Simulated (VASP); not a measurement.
Output of a VASP run:

### OSZICAR
```
       N       E                     dE             d eps       ncg     rms          rms(c)
DAV:   1     0.270806877338E+03    0.27081E+03   -0.19660E+04  1156   0.114E+03
DAV:   2     0.376944095692E+01   -0.26704E+03   -0.25930E+03  1156   0.355E+02
DAV:   3    -0.313577815461E+01   -0.69052E+01   -0.68695E+01  1240   0.658E+01
DAV:   4    -0.315383438291E+01   -0.18056E-01   -0.18054E-01  1168   0.276E+00
DAV:   5    -0.315388989438E+01   -0.55511E-04   -0.55510E-04  1220   0.151E-01    0.720E+00
DAV:   6    -0.297073070359E+01    0.18316E+00   -0.53299E-01  1172   0.707E+00    0.563E+00
DAV:   7    -0.295404439340E+01    0.16686E-01   -0.10325E-01  1180   0.259E+00    0.167E+00
DAV:   8    -0.295214438315E+01    0.19000E-02   -0.15089E-02  1156   0.132E+00    0.163E-01
DAV:   9    -0.295218350603E+01   -0.39123E-04   -0.39089E-05  1248   0.456E-02    0.725E-02
DAV:  10    -0.295225314368E+01   -0.69638E-04   -0.61781E-05  1160   0.624E-02    0.883E-03
DAV:  11    -0.295225247562E+01    0.66805E-06   -0.31444E-06   868   0.178E-02
   1 F= -.29522525E+01 E0= -.29484432E+01  d E =-.761846E-02
```

**OUTCAR**
```
------------------------ aborting loop because EDIFF is reached ----------------------------------------
  FORCE on cell =-STRESS in cart. coord.  units (eV):
  Direction    XX          YY          ZZ          XY          YZ          ZX
  --------------------------------------------------------------------------------------
  Total        1.7828676      1.7828665      1.9682276      0.0000007     -0.0000000     -0.0000000
  in kB       33.5937795     33.5937605     37.0864355      0.0000124     -0.0000000     -0.0000000
  external PRESSURE =      34.7579918 kB  Pullay stress =       0.0000000 kB
  volume of cell :       85.03
      direct lattice vectors                 reciprocal lattice vectors
     3.124930000  0.000000000  0.000000000     0.320007168  0.184756159  0.000000000
    -1.562464000  2.706268000  0.000000000     0.000000000  0.369512554  0.000000000
     0.000000000  0.000000000 10.054482000     0.000000000  0.000000000  0.099458132
 POSITION                                       TOTAL-FORCE (eV/Angst)
 -----------------------------------------------------------------------------------
      0.00000      0.00000      0.00000        -0.000000     -0.000000     -0.000000
      0.00000      0.00000      5.02724        -0.000000     -0.000000     -0.000000
     -0.00000      1.80418      2.51362         0.000000      0.000000      0.000000
      1.56247      0.90209      7.54086         0.000000      0.000000     -0.000000
 -----------------------------------------------------------------------------------
    total drift:                                0.000000     -0.000000      0.000000
  FREE ENERGIE OF THE ION-ELECTRON SYSTEM (eV)
  ---------------------------------------------------
  free  energy   TOTEN  =        -2.9522524756 eV

  energy  without entropy=       -2.9446340173  energy(sigma->0) =       -2.94844325
```
(Selected blocks of OUTCAR.)

POSCAR:
```
Cd
1
    3.1249300000     0.0000000000     0.0000000000
   -1.5624640000     2.7062680000     0.0000000000
    0.0000000000     0.0000000000    10.0544820000
Cd
4
Direct
  0.0000000000   0.0000000000   0.0000000000
  0.0000000000   0.0000000000   0.5000000000
  0.3333330000   0.6666670000   0.2500000000
  0.6666670000   0.3333330000   0.7500000000
```

**Question.** Write an INCAR and KPOINTS that could have produced this output.

**Answer.** This is not unique; one that fits is the input of the run itself, PBE GGA, plane waves, VASP's PBE PAW potentials (set 64).

KPOINTS:
```
kpoints
0
G
8 8 3
0 0 0
```

### INCAR
```
LASPH  =  T   # aspherical one-centre terms
SIGMA  =  0.1
LMAXMIX  =  4   # l cut-off of mixed one-centre charges
ENCUT  =  300   # plane-wave cut-off (eV)
NELM  =  100   # most electronic steps
PREC  =  Accurate
ISIF  =  2
LREAL  =  F
LWAVE  =  F
GGA  =  PE
SYSTEM  =  Cd
LCHARG  =  F
ISMEAR  =  0   # Gaussian
EDIFF  =  1E-6   # SCF stop (eV)
ALGO  =  Normal   # blocked Davidson
```

POTCAR, in this order: Cd (PBE.64 set). Program: vasp_std.

At this cut-off the stress carries a Pulay error, which pulls relaxed volumes low.

The structure was generated: Cd was put into an ordered model structure, which need not be its known phase. The cell was not relaxed at this level, and its volume differs by -5.9 % from the start's.
